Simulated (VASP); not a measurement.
## Be3Te2Se: single point with r2SCAN

Be3Te2Se:

```
Be Te Se
1.0
     3.88866    0.00000    0.00000
    -1.94433    3.36767    0.00000
     0.00000    0.00000   19.21991
Be Te Se
6 4 2
Direct
  0.33333 0.66667 0.11752
  0.33333 0.66667 0.79134
  0.66667 0.33333 0.96507
  0.66667 0.33333 0.61752
  0.33333 0.66667 0.46507
  0.66667 0.33333 0.29134
  0.33333 0.66667 0.66387
  0.66667 0.33333 0.83669
  0.33333 0.66667 0.33669
  0.66667 0.33333 0.16387
  0.33333 0.66667 0.00038
  0.66667 0.33333 0.50038
```

The cell was built by a generator and needn't be a form met in nature.

- Program: VASP 6.6.1
- Task: single point
- Functional: r2SCAN
- Potentials or basis: VASP PAW PBE potentials, release 64 (Be, Te, Se)
- Cutoff: 520 eV
- k mesh: 8 × 8 × 2
- Occupations: gaussian, width 0.03 eV
- Spin: no spin polarisation

```yaml
Pressure: -0.3 GPa
Largest_force: 0.025 eV/Å
Band_gap_on_the_k_mesh: 2.42 eV, indirect (least direct gap 2.57 eV)
```

Forces in eV/Å, atoms in the order of the input:
```
Be   0.000  0.000 -0.025
Be   0.000  0.000  0.008
Be   0.000  0.000 -0.008
Be   0.000  0.000 -0.025
Be   0.000  0.000 -0.008
Be   0.000  0.000  0.008
Te   0.000  0.000 -0.003
Te   0.000  0.000  0.010
Te   0.000  0.000  0.010
Te   0.000  0.000 -0.003
Se   0.000  0.000  0.018
Se   0.000  0.000  0.018
```

Levels at points of the mesh, in eV from the valence-band top:
| k point | band 20 | band 21 | band 22 | band 23 | band 24 | band 25 | band 26 | band 27 | band 28 | band 29 |
| --- | --- | --- | --- | --- | --- | --- | --- | --- | --- | --- |
| (0.00, 0.00, 0.00) | -0.57 | -0.16 | -0.16 | 0.00 | 0.00 | 2.57 | 2.83 | 3.89 | 3.95 | 3.95 |
| (0.50, 0.00, 0.00) | -2.37 | -2.07 | -1.94 | -1.65 | -1.36 | 2.42 | 2.75 | 2.84 | 3.00 | 3.03 |
| (0.00, 0.00, 0.50) | -0.70 | -0.07 | -0.07 | -0.07 | -0.07 | 2.74 | 2.74 | 3.93 | 3.93 | 4.05 |
| (0.50, 0.00, 0.50) | -2.25 | -2.23 | -2.23 | -1.48 | -1.48 | 2.58 | 2.58 | 2.95 | 2.95 | 3.52 |

Run time: 3.9 min on 8 MPI ranks on Intel(R) Xeon(R) Platinum 8559C (Emerald Rapids), with other jobs on the host, peak memory 0.52 GiB a rank.

Caveat: the PAW data sets were made with another functional, which shifts forces and pressure a little; spin-orbit coupling is left out, which moves the levels of the heavy elements. r2SCAN opens gaps a little over a GGA but as a rule still falls short of measured ones.
